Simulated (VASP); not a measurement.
An input for Quantum ESPRESSO's pw.x (written as the equivalent of a VASP run, and not itself run):

```
&CONTROL
  calculation = 'vc-relax'
  pseudo_dir = './pseudo'
  outdir = './out'
  tprnfor = .true.
  tstress = .true.
  nstep = 40
  forc_conv_thr = 0.00078
/
&SYSTEM
  ibrav = 0
  nat = 4
  ntyp = 2
  ecutwfc = 84
  occupations = 'smearing'
  smearing = 'gaussian'
  degauss = 0.003675
  input_dft = 'pbesol'
/
&ELECTRONS
  conv_thr = 7.3e-08
  electron_maxstep = 100
/
&IONS
/
&CELL
  press = 300
/
ATOMIC_SPECIES
  Ba 137.327 Ba.upf
  O 15.999 O.upf
CELL_PARAMETERS angstrom
     3.4707023   -0.0000000   -0.0000000
    -1.7353511    3.0057162    0.0000000
     0.0000000    0.0000000    6.3523591
ATOMIC_POSITIONS crystal
  Ba   0.0000000  0.0000000  0.0000000
  Ba   0.0000000  0.0000000  0.5000000
  O    0.3333330  0.6666670  0.2500000
  O    0.6666670  0.3333330  0.7500000
K_POINTS automatic
  7 7 4 0 0 0
```

Problem. Translate this input to VASP (INCAR, KPOINTS, POSCAR, choice of POTCAR).

Solution. One answer among several that fit: 
File POSCAR:
```
BaO
1.0
  3.4707022563  -0.0000000001   0.0000000000
 -1.7353511284   3.0057161836   0.0000000000
  0.0000000000   0.0000000000   6.3523590524
Ba O
2 2
Cartesian
  0.0000000000   0.0000000000   0.0000000000
  0.0000000000   0.0000000000   3.1761795262
 -0.0000017355   2.0038117909   1.5880897631
  1.7353528634   1.0019043926   4.7642692893
```

**KPOINTS**
```
Automatic mesh
0
gamma
  7 7 4
0 0 0
```

### INCAR
```
SYSTEM = BaO
PREC = Accurate; ENCUT = 620; LREAL = .FALSE.
LASPH = .TRUE.
EDIFF = 1E-6; NELM = 100; ALGO = Normal
LMAXMIX = 4
ISMEAR = 0; SIGMA = 0.05
GGA = PS
IBRION = 2; NSW = 40; ISIF = 3
EDIFFG = -0.02; PSTRESS = 300
LWAVE = .FALSE.; LCHARG = .FALSE.
```

POTCAR, in this order: Ba_sv O (PBE.64 set). Program: vasp_std.

What does not carry over: the potentials are each code's own (VASP's PAW set, PseudoDojo norm-conserving files in pw.x), so ENCUT and ecutwfc are chosen apart and not converted; conv_thr bounds pw.x's estimated SCF error, while EDIFF bounds the energy change between steps; forc_conv_thr acts on force components and is met together with etot_conv_thr.

The structure was generated: BaO was put into the NiAs type type (P6_3/mmc), which need not be its known phase. It was relaxed first under an external pressure of 30 GPa.
